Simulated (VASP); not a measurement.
# Zr16Br: core-level shifts, part 5 of 5

Which atoms of Zr16Br bind their core electrons more tightly, and does the hole change the order?

VASP 6.6.1, plane waves and PAW; the level of theory is named at each step.

So far. Step 4 (Core hole, atom Zr2): This is the reference for holes on Zr. Step 5 (Core hole, atom Zr5): Against the hole on Zr2 the energy differs by +0.15 eV.

**6. Core hole, atom Zr10**

Level of this step: final-state core hole with the electron kept at the Fermi level, PBEsol; plane waves and PAW (Zr_sv, Br, Zr_sv) (VASP).

The same hole on the next atom.

The input, INCAR:

```
SYSTEM = Zr16Br
PREC = Normal
ENCUT = 330
EDIFF = 1E-05
NELM = 120
ISMEAR = 0
SIGMA = 0.1
LREAL = Auto
ALGO = Fast
GGA = PS
NBANDS = 123
LASPH = .TRUE.
LWAVE = .FALSE.
LCHARG = .FALSE.
KPAR = 2
NCORE = 4
ICORELEVEL = 2
CLNT = 1
CLN = 3
CLL = 2
CLZ = 1
ISIF = 0
```

The input, POSCAR:

```
Zr16Br
1.0
    6.4600000000      0.0000000000      0.0000000000
    3.2300000000      5.5945241084      0.0000000000
    0.0000000000      0.0000000000     24.5050000000
Zr Br Zr
1 1 15
Direct
    0.0000000000      0.0000000000      0.4115486640
    0.3335512232      0.3333144075      0.7019294588
    0.0001394875      0.9999967413      0.6070781395
    0.5060714137      0.9879024822      0.6194105407
    0.9880411110      0.5059891412      0.6194245279
    0.5061032122      0.5060738384      0.6194038640
    0.8297493577      0.3405612940      0.5150599265
    0.3333646817      0.3333307738      0.5245686259
    0.8297477949      0.8297176177      0.5150705790
    0.3404890652      0.8297728228      0.5150410271
    0.5000000000      0.0000000000      0.4115486640
    0.0000000000      0.5000000000      0.4115486640
    0.5000000000      0.5000000000      0.4115486640
    0.8333333330      0.3333333330      0.3060599880
    0.3333333330      0.3333333330      0.3060599880
    0.8333333330      0.8333333330      0.3060599880
    0.3333333330      0.8333333330      0.3060599880
```

The input, KPOINTS:

```
Automatic mesh
0
Gamma
4 4 1
0 0 0
```

PAW data sets: Zr_sv, Br and Zr_sv (PBE family, release 64).

Run with:

```
$ mpirun -np 8 vasp_std
```

Output:

```text
[... set-up lines as in an earlier step ...]
 entering main loop
       N       E                     dE             d eps       ncg     rms          rms(c)
DAV:   1     0.137437506409E+04    0.13744E+04   -0.88081E+04  3148   0.106E+03
DAV:   2    -0.149505101531E+03   -0.15239E+04   -0.14806E+04  2794   0.365E+02
DAV:   3    -0.315882516132E+03   -0.16638E+03   -0.16186E+03  3792   0.766E+01
DAV:   4    -0.345527031447E+03   -0.29645E+02   -0.29376E+02  4216   0.322E+01
[...]
RMM:  14    -0.327083809409E+03    0.68221E-01   -0.10462E-01  4202   0.580E-01    0.307E-01
RMM:  15    -0.327090912101E+03   -0.71027E-02   -0.77008E-02  4587   0.332E-01    0.219E-01
RMM:  16    -0.327093308295E+03   -0.23962E-02   -0.22927E-02  4555   0.220E-01    0.136E-01
WARNING in EDDRMM: call to ZHEGV failed, returncode =   8  4     29
RMM:  17    -0.327095381147E+03   -0.20729E-02   -0.12773E-02  4501   0.162E-01    0.739E-02
WARNING in EDDRMM: call to ZHEGV failed, returncode =   8  4    104
RMM:  18    -0.327096616173E+03   -0.12350E-02   -0.81642E-03  4460   0.127E-01    0.403E-02
[...]
RMM:  21    -0.327097954115E+03   -0.19681E-03   -0.16008E-03  4248   0.627E-02    0.132E-02
RMM:  22    -0.327098121003E+03   -0.16689E-03   -0.11279E-03  4020   0.497E-02    0.682E-03
WARNING in EDDRMM: call to ZHEGV failed, returncode =   6  3     43
RMM:  23    -0.327098200255E+03   -0.79252E-04   -0.63860E-04  3929   0.385E-02    0.619E-03
WARNING in EDDRMM: call to ZHEGV failed, returncode =   8  4     65
WARNING in EDDRMM: call to ZHEGV failed, returncode =   6  3     62
WARNING in EDDRMM: call to ZHEGV failed, returncode =   8  4     25
WARNING in EDDRMM: call to ZHEGV failed, returncode =   8  4     44
RMM:  24    -0.327098260848E+03   -0.60592E-04   -0.39353E-04  3707   0.305E-02    0.571E-03
RMM:  25    -0.327098327242E+03   -0.66394E-04   -0.24363E-04  3532   0.250E-02    0.282E-03
RMM:  26    -0.327098384648E+03   -0.57406E-04   -0.15811E-04  3305   0.201E-02    0.189E-03
RMM:  27    -0.327098415018E+03   -0.30370E-04   -0.10136E-04  2994   0.166E-02    0.151E-03
RMM:  28    -0.327098446468E+03   -0.31450E-04   -0.64498E-05  2856   0.142E-02    0.896E-04
RMM:  29    -0.327098456584E+03   -0.10116E-04   -0.41645E-05  2483   0.121E-02    0.846E-04
RMM:  30    -0.327098462305E+03   -0.57213E-05   -0.30451E-05  2355   0.109E-02
   1 F= -.32709846E+03 E0= -.32702693E+03  d E =-.143060E+00
```

Run time: 75 s. Hardware: 8 MPI ranks of AMD EPYC 9R45, shared host; peak memory 1.9 GiB; 9.9 min of CPU time.

From OUTCAR (step 6):

```text
 POSITION                                       TOTAL-FORCE (eV/Angst)
 -----------------------------------------------------------------------------------
      0.00000      0.00000     10.08500        -0.000296      0.000131     -1.028245
      3.23135      1.86474     17.20078        -0.000848      0.000106     -0.026162
      3.23089      5.59451     14.87645        -0.001426      0.000295     -0.079830
      6.46015      5.52684     15.17866         0.000144      0.017993      0.055614
      8.01709      2.83077     15.17900         0.014606     -0.008351      0.054873
      4.90405      2.83124     15.17849        -0.016171     -0.009371      0.055849
      6.46019      1.90528     12.62154         0.000183     -0.270354     -0.091791
      3.23019      1.86483     12.85455        -0.000122      0.000053     -0.139058
      8.04016      4.64188     12.62180         0.234653      0.135360     -0.092081
      4.87973      4.64218     12.62108        -0.232490      0.134283     -0.090914
      3.23000      0.00000     10.08500         0.000458      0.209240     -0.649826
      1.61500      2.79726     10.08500         0.181668     -0.104616     -0.648897
      4.84500      2.79726     10.08500        -0.180923     -0.104741     -0.650418
      6.46000      1.86484      7.50000         0.000051     -0.143616      0.851228
[...]
-----------------------------------------------------------------------------------
    total drift:                               -0.002436      0.000077     -0.007008

  FREE ENERGIE OF THE ION-ELECTRON SYSTEM (eV)
  ---------------------------------------------------
  free  energy   TOTEN  =      -327.0984623051 eV

  energy  without entropy=     -326.9554025433  energy(sigma->0) =     -327.02693242

[... 2 parts as in an earlier step ...]

[... 1 further part left out ...]
[key lines of the parts left out:]
E-fermi :   1.6105
```

Against the hole on Zr2 the energy differs by +0.00 eV.

**7. Summary**

This step: core-level shifts, PBEsol; plane waves and PAW (VASP 6.6.1).

This step runs nothing: it gathers the runs above.

A positive shift is a higher binding energy. Cost is wall time times ranks on a shared host. Core-level shifts:

```csv
atom,region,shell,Kohn-Sham level below the Fermi level (eV),initial-state shift (eV),final-state shift (eV),shifts are from,cost (core minutes)
Zr2,layer 1,3d,168.9,0,0,Zr2,9.73
Zr5,layer 1,3d,169,0.1019,0.1463,Zr2,10.53
Zr10,layer 3,3d,168.7,-0.1623,0.003867,Zr2,10
```

**8. Results**

| Item | Value |
| --- | --- |
| Zr5 3d (layer 1), from Zr2 | initial state +0.10 eV, final state +0.15 eV |
| Zr10 3d (layer 3), from Zr2 | initial state -0.16 eV, final state +0.00 eV |

In words: Against Zr2, Zr5 is shifted by +0.10 eV in the initial state and by +0.15 eV with the hole; against Zr2, Zr10 is shifted by -0.16 eV in the initial state and by +0.00 eV with the hole (energies extrapolated to zero smearing). Only these atoms were given a hole, so other sites aren't ranked. The difference of the two pictures holds the screening of the hole, but also the cell's limits: holes repeat 6.5 Å apart, and the electron from the core stays in the cell, where it moves the Fermi energy by -0.05 to -0.02 eV; that is about as much as the final-state shift of Zr10, or more, so there size and sign aren't settled. Cell size, mesh and smearing weren't varied between the hole runs, and no dipole correction was applied to the slab. On their mesh the free atoms carry forces of up to 0.25 eV/Å, since the relaxation used another. The other core electrons are frozen, spin-orbit splitting and multiplets are absent, and only shifts between atoms of one element are meaningful. Not tabulated here, as repeats of values shown or as unfit to read for their mesh, reference level or band range: core levels (core hole).

[Lines on the potential files, build, host, timing and source positions are cut from VASP's logs without a mark.]

[Logs are printed without paths, hosts, clocks, repeated set-up lines and the standing remarks that a program may print on its own settings, such as how far it seeks lower states.]

[Hosts, paths, dates, database ids (printed as entryN), source tags and the programs' standing remarks are cut or masked in the printed files.]
